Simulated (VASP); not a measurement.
Input for VASP

**INCAR**
```
SYSTEM = IrO2
PREC = Accurate; ENCUT = 620; LREAL = .False.
LASPH = .True.
EDIFF = 1E-6; NELM = 100; ALGO = Normal
LMAXMIX = 6
ISMEAR = 1; SIGMA = 0.1
GGA = PE
IBRION = 2; NSW = 40; ISIF = 3
EDIFFG = -0.02; PSTRESS = 300
LWAVE = .False.; LCHARG = .False.
```

File POSCAR:
```
IrO2
1
    4.4194013669     0.0000000000     0.0000000000
    0.0000000000     4.4194013669     0.0000000000
    0.0000000000     0.0000000000     3.1523485888
Ir O
2 4
Direct
  0.0000000000   0.0000000000   0.0000000000
  0.5000000000   0.5000000000   0.5000000000
  0.3092374336   0.3092374336   0.0000000000
  0.8092374336   0.1907625664   0.5000000000
  0.1907625664   0.8092374336   0.5000000000
  0.6907625664   0.6907625664   0.0000000000
```

**KPOINTS**
```
Automatic mesh
0
Gamma
7 7 10
0 0 0
```

POTCAR, in this order: Ir O (PBE.64 set). Program: vasp_std.

Problem. Write an equivalent input for Quantum ESPRESSO's pw.x.

Solution. One equivalent input (not run):
```
&CONTROL
  calculation = 'vc-relax'
  pseudo_dir = './pseudo'
  outdir = './out'
  tprnfor = .true.
  tstress = .true.
  nstep = 40
  forc_conv_thr = 0.00078
/
&SYSTEM
  ibrav = 0
  nat = 6
  ntyp = 2
  ecutwfc = 84
  occupations = 'smearing'
  smearing = 'methfessel-paxton'
  degauss = 0.00735
  input_dft = 'pbe'
/
&ELECTRONS
  conv_thr = 7.3e-08
  electron_maxstep = 100
/
&IONS
/
&CELL
  press = 300
/
ATOMIC_SPECIES
  Ir 192.217 Ir.upf
  O 15.999 O.upf
CELL_PARAMETERS angstrom
     4.4194014    0.0000000    0.0000000
     0.0000000    4.4194014    0.0000000
     0.0000000    0.0000000    3.1523486
ATOMIC_POSITIONS crystal
  Ir   0.0000000  0.0000000  0.0000000
  Ir   0.5000000  0.5000000  0.5000000
  O    0.3092374  0.3092374  0.0000000
  O    0.8092374  0.1907626  0.5000000
  O    0.1907626  0.8092374  0.5000000
  O    0.6907626  0.6907626  0.0000000
K_POINTS automatic
  7 7 10 0 0 0
```
Limits of the translation: the potentials are each code's own (VASP's PAW set, PseudoDojo norm-conserving files in pw.x), so ENCUT and ecutwfc are chosen apart and not converted; conv_thr bounds pw.x's estimated SCF error, while EDIFF bounds the energy change between steps; forc_conv_thr acts on force components and is met together with etot_conv_thr.

The compound is IrO2 in the rutile structure. This run relaxes it under an external pressure of 30 GPa. Symmetry was kept, so distortions that lower it aren't found.
